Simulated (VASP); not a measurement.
The input files of a VASP run:

**KPOINTS**
```
K-points
0
G
9 9 5
0 0 0
```

POSCAR:
```
PtTe2
1
    2.1191062335    -3.6703992360     0.0000000000
    2.1191062335     3.6703992360     0.0000000000
    0.0000000000     0.0000000000     5.9124583353
Te Pt
2 1
Direct
  0.3333330000   0.6666670000   0.2452295763
  0.6666670000   0.3333330000   0.7547704237
  0.0000000000   0.0000000000   0.0000000000
```

**INCAR**
```
NELM = 100   ! most electronic steps
AGGAC = 0.0
LREAL = .FALSE.
IBRION = 2   ! conjugate gradients
ENCUT = 520
LMAXMIX = 6
EDIFF = 1E-7   ! SCF stop (eV)
SIGMA = 0.1
LWAVE = .FALSE.
ALGO = Normal   ! blocked Davidson
ZAB_VDW = -1.8867
EDIFFG = -0.01   ! ionic stop
GGA = ML
SYSTEM = PtTe2
LASPH = .TRUE.   ! aspherical one-centre terms
ISMEAR = 1   ! Methfessel-Paxton
PREC = Accurate
LCHARG = .FALSE.
ISIF = 4
LUSE_VDW = .TRUE.
NSW = 30   ! most ionic steps
```

POTCAR, in this order: Te Pt (PBE.64 set). Program: vasp_std.

### Question
Write an equivalent input for Quantum ESPRESSO's pw.x.

### Answer
One equivalent input (not run):
```
&CONTROL
  calculation = 'vc-relax'
  pseudo_dir = './pseudo'
  outdir = './out'
  tprnfor = .true.
  tstress = .true.
  nstep = 30
  forc_conv_thr = 0.00039
/
&SYSTEM
  ibrav = 0
  nat = 3
  ntyp = 2
  ecutwfc = 84
  occupations = 'smearing'
  smearing = 'methfessel-paxton'
  degauss = 0.00735
  input_dft = 'vdw-df2'
/
&ELECTRONS
  conv_thr = 7.3e-09
  electron_maxstep = 100
/
&IONS
/
&CELL
  cell_dofree = 'shape'
/
ATOMIC_SPECIES
  Te 127.600 Te.upf
  Pt 195.084 Pt.upf
CELL_PARAMETERS angstrom
     2.1191062   -3.6703992    0.0000000
     2.1191062    3.6703992    0.0000000
     0.0000000    0.0000000    5.9124583
ATOMIC_POSITIONS crystal
  Te   0.3333330  0.6666670  0.2452296
  Te   0.6666670  0.3333330  0.7547704
  Pt   0.0000000  0.0000000  0.0000000
K_POINTS automatic
  9 9 5 0 0 0
```
Limits of the translation: the potentials are each code's own (VASP's PAW set, PseudoDojo norm-conserving files in pw.x), so ENCUT and ecutwfc are chosen apart and not converted; conv_thr bounds pw.x's estimated SCF error, while EDIFF bounds the energy change between steps; forc_conv_thr acts on force components and is met together with etot_conv_thr.

The compound is PtTe2 in the 1T layered structure. This cell is one point of a volume scan, at 1.03 of the reference volume. Symmetry was kept, so distortions that lower it aren't found.
